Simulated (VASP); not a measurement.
# What goes wrong when Hf (Hafnium) is relaxed with a bad input, part 2 of 2

Some relaxations of Hf (Hafnium) get a fault in the input on purpose. Which of them show, and how? The starting structure is a measured crystal structure from the Crystallography Open Database. The first relaxation on each setting starts from this cell expanded by 3 % in volume.

VASP 6.6.1.

Results so far: reference 21.53 Å³ an atom; a leftover external pressure of 100 kbar 19.95 Å³ an atom; only the volume free (ISIF = 7) 21.53 Å³ an atom.

## Step 5: Relaxation with one electron too many

Level of this step: PBEsol; plane waves and PAW (Hf_pv) (VASP).

A slip made on purpose: one electron too many. Against step 2 the input has NELECT = 21 (also changed: NELM).

File INCAR:

```
SYSTEM = Hf
PREC = Accurate
ENCUT = 450
EDIFF = 1E-06
NELM = 60
ISMEAR = 1
SIGMA = 0.15
LREAL = .FALSE.
ALGO = Normal
GGA = PS
NBANDS = 16
LASPH = .TRUE.
LORBIT = 11
LWAVE = .FALSE.
LCHARG = .FALSE.
KPAR = 4
IBRION = 2
NSW = 50
ISIF = 3
EDIFFG = -0.006
NELECT = 21
```

File POSCAR:

```
Hf
1.0
    3.2283525536      0.0000000000      0.0000000000
   -1.6141762768      2.7958353238      0.0000000000
    0.0000000000      0.0000000000      5.1078804847
Hf
2
Direct
    0.6666666667      0.3333333333      0.7500000000
    0.3333333333      0.6666666667      0.2500000000
```

File KPOINTS:

```
Automatic mesh
0
Gamma
18 18 10
0 0 0
```

The projector-augmented-wave data sets are Hf_pv (PBE family, release 64).

Run with:

```
> mpirun -np 4 vasp_std
```

The program printed:

```text
[... set-up lines as in an earlier step ...]
 entering main loop
       N       E                     dE             d eps       ncg     rms          rms(c)
DAV:   1     0.532884767567E+02    0.53288E+02   -0.11003E+04  7200   0.109E+03
DAV:   2    -0.149038629822E+02   -0.68192E+02   -0.66941E+02  9416   0.246E+02
DAV:   3    -0.165409171627E+02   -0.16371E+01   -0.16154E+01  9384   0.269E+01
DAV:   4    -0.165542455109E+02   -0.13328E-01   -0.13324E-01  8968   0.297E+00
DAV:   5    -0.165544182891E+02   -0.17278E-03   -0.17277E-03  9368   0.280E-01BRMIX: very serious problems
 the old and the new charge density differ
 old charge density:    20.00000 new   21.00000
BRMIX: very serious problems
 the old and the new charge density differ
 old charge density:    20.00000 new   21.00000
BRMIX: very serious problems
 the old and the new charge density differ
 old charge density:    20.00000 new   21.00000
BRMIX: very serious problems
 the old and the new charge density differ
 old charge density:    20.00000 new   21.00000
    0.732E+01
DAV:   6    -0.164639893086E+02    0.90429E-01   -0.20961E-01  8424   0.323E+00    0.439E+01
DAV:   7    -0.162615314621E+02    0.20246E+00   -0.10156E+00  8672   0.620E+00    0.242E+00
DAV:   8    -0.162454990763E+02    0.16032E-01   -0.11148E-01  8160   0.221E+00    0.205E+00
DAV:   9    -0.162445040066E+02    0.99507E-03   -0.37481E-03  9312   0.429E-01    0.265E-01
DAV:  10    -0.162444885811E+02    0.15425E-04   -0.10662E-04  8968   0.746E-02    0.236E-01
DAV:  11    -0.162444888729E+02   -0.29173E-06   -0.24016E-05  9248   0.292E-02    0.126E-02
DAV:  12    -0.162444882606E+02    0.61229E-06   -0.20986E-06  7592   0.987E-03
   1 F= -.16244488E+02 E0= -.16243611E+02  d E =-.162445E+02
[... from here on, the cycles between the ionic steps are left out ...]
   2 F= -.16299139E+02 E0= -.16297220E+02  d E =-.546503E-01
   3 F= -.16611761E+02 E0= -.16610884E+02  d E =-.367273E+00
   4 F= -.16611957E+02 E0= -.16611091E+02  d E =-.367469E+00
   5 F= -.16611893E+02 E0= -.16611037E+02  d E =-.367404E+00
   6 F= -.16612192E+02 E0= -.16611314E+02  d E =-.298952E-03
   7 F= -.16612301E+02 E0= -.16611407E+02  d E =-.407898E-03
   8 F= -.16612300E+02 E0= -.16611391E+02  d E =0.298528E-06
   9 F= -.16612380E+02 E0= -.16611479E+02  d E =-.795044E-04
[...]
reached required accuracy - stopping structural energy minimisation
```

Wall time 1.9 min (4 MPI ranks of Intel Xeon Platinum 8375C at 2.90GHz (Ice Lake), shared host); peak memory 0.95 GiB; 7.5 min of CPU time.

Parts of OUTCAR (step 5):

```text
  Total       -0.0023140     -0.0023140      0.0012382      0.0000000      0.0000000      0.0000000
  in kB       -0.0685314     -0.0685314      0.0366699      0.0000000      0.0000000      0.0000000
  external PRESSURE =      -0.0334643 kB  Pullay stress =       0.0000000 kB

 POSITION                                       TOTAL-FORCE (eV/Angst)
 -----------------------------------------------------------------------------------
      1.69200      0.97688      4.09118         0.000000     -0.000000      0.000000
     -0.00000      1.95376      1.36373        -0.000000      0.000000      0.000000
 -----------------------------------------------------------------------------------
    total drift:                               -0.000000      0.000000     -0.000000

  FREE ENERGIE OF THE ION-ELECTRON SYSTEM (eV)
  ---------------------------------------------------
  free  energy   TOTEN  =       -16.6123800724 eV

  energy  without entropy=      -16.6096759498  energy(sigma->0) =      -16.61147870

[... 2 parts as in an earlier step ...]

[... 2 further parts left out ...]
[key lines of the parts left out:]
E-fermi :   3.7181
```

With one electron too many the cell ends at 27.049 Å³ an atom, +25.66 % from the reference.

## Step 6: Relaxation with an ionic step far too long

A slip made on purpose: an ionic step far too long. Against step 2 the input has IBRION = 1 and POTIM = 2 (also changed: NELM and NSW).

Edit INCAR of step 5 so:

```diff
@@ -16,6 +16,6 @@
 KPAR = 4
-IBRION = 2
-NSW = 50
+IBRION = 1
+NSW = 30
 ISIF = 3
 EDIFFG = -0.006
-NELECT = 21
+POTIM = 2
```

POSCAR is that of step 5.

KPOINTS is that of step 5.

Run with:

```
> mpirun -np 4 vasp_std
```

The program printed:

```text
[... set-up lines as in an earlier step ...]
 entering main loop
       N       E                     dE             d eps       ncg     rms          rms(c)
[... 12 cycles as in an earlier step ...]
   1 F= -.20937085E+02 E0= -.20937684E+02  d E =-.209371E+02
[...]
2 F= -.14131361E+02 E0= -.14130914E+02  d E =0.680572E+01
[...]
3 F= -.21003545E+02 E0= -.21004305E+02  d E =-.687218E+01
[...]
4 F= -.20972694E+02 E0= -.20972870E+02  d E =0.308518E-01
[...]
5 F= -.21006998E+02 E0= -.21007638E+02  d E =-.343041E-01
[...]
6 F= -.21004766E+02 E0= -.21005221E+02  d E =0.223156E-02
[...]
7 F= -.21007296E+02 E0= -.21007928E+02  d E =-.252968E-02
 BRION: g(F)=  0.126E-47 g(S)=  0.166E-05 retain N=  1 mean eig= 0.18
 eig:   0.179
 reached required accuracy - stopping structural energy minimisation
```

Wall time 1.8 min (4 MPI ranks); peak memory 0.98 GiB; 7 min of CPU time.

OUTCAR, selected parts (step 6):

```text
  Total        0.0009839      0.0009839     -0.0039057      0.0000000     -0.0000000     -0.0000000
  in kB        0.0366079      0.0366079     -0.1453137      0.0000000     -0.0000000     -0.0000000
  external PRESSURE =      -0.0240326 kB  Pullay stress =       0.0000000 kB

 POSITION                                       TOTAL-FORCE (eV/Angst)
 -----------------------------------------------------------------------------------
      1.57806      0.91109      3.74392        -0.000000     -0.000000      0.000000
     -0.00000      1.82219      1.24797         0.000000      0.000000      0.000000
 -----------------------------------------------------------------------------------
    total drift:                               -0.000000      0.000000     -0.000000

  FREE ENERGIE OF THE ION-ELECTRON SYSTEM (eV)
  ---------------------------------------------------
  free  energy   TOTEN  =       -21.0072958800 eV

  energy  without entropy=      -21.0091917976  energy(sigma->0) =      -21.00792785

[... 2 parts as in an earlier step ...]

[... 2 further parts left out ...]
[key lines of the parts left out:]
E-fermi :   5.0462
```

With an ionic step far too long the cell ends at 21.531 Å³ an atom, +0.03 % from the reference.

## Step 7: All runs side by side

| run | volume (Å³/atom) | change (%) | bulk modulus (GPa) | pressure left (GPa) | core minutes |
| --- | --- | --- | --- | --- | --- |
| reference | 21.526 | - | 114.6 | 0.02 | 6.73 |
| a leftover external pressure of 100 kbar | 19.948 | -7.33 | - | 10.01 | 6.93 |
| only the volume free (ISIF = 7) | 21.525 | 0.0 | - | 0.01 | 3.8 |
| one electron too many | 27.049 | 25.66 | - | 0.0 | 7.53 |
| an ionic step far too long | 21.531 | 0.03 | - | 0.0 | 7.13 |

Core minutes are wall time times ranks, summed over the relaxations behind a row (those for a bulk modulus apart), on shared hosts.

## Step 8: What came out

| Property | Result |
| --- | --- |
| volume of the reference | 21.53 Å³/atom |
| volume against the reference, a leftover external pressure of 100 kbar | -7.33 % |
| volume against the reference, only the volume free (ISIF = 7) | +0.00 % |
| volume against the reference, one electron too many | +25.66 % |
| volume against the reference, an ionic step far too long | +0.03 % |

In words: Finished, but with signs in the output that stand out against the reference: a leftover external pressure of 100 kbar, with the volume changed by -7.3 % (signs: the Pulay stress that OUTCAR prints, which here is the typed pressure and an energy that rises by up to 0.4 eV an atom on the way); one electron too many, with the volume changed by +25.7 % (signs: a warning on the charge density and 16.5 GPa at the first ionic step (of the first relaxations, not shown; reference: -7.0 GPa)); an ionic step far too long, with the volume changed by less than 0.1 % (signs: an energy that rises by up to 3.4 eV an atom on the way). Little came of only the volume free (ISIF = 7) in this material. The reference was restarted once and the runs with a slip weren't, so their cells may not have settled fully. Further runs on this material are not shown.

[Lines on the potential files, build, host, timing and source positions are cut from VASP's logs without a mark.]

[Logs are printed without paths, hosts, clocks, repeated set-up lines and the standing remarks that a program may print on its own settings, such as how far it seeks lower states.]

[Hosts, paths, dates, database ids (printed as entryN), source tags and the programs' standing remarks are cut or masked in the printed files.]
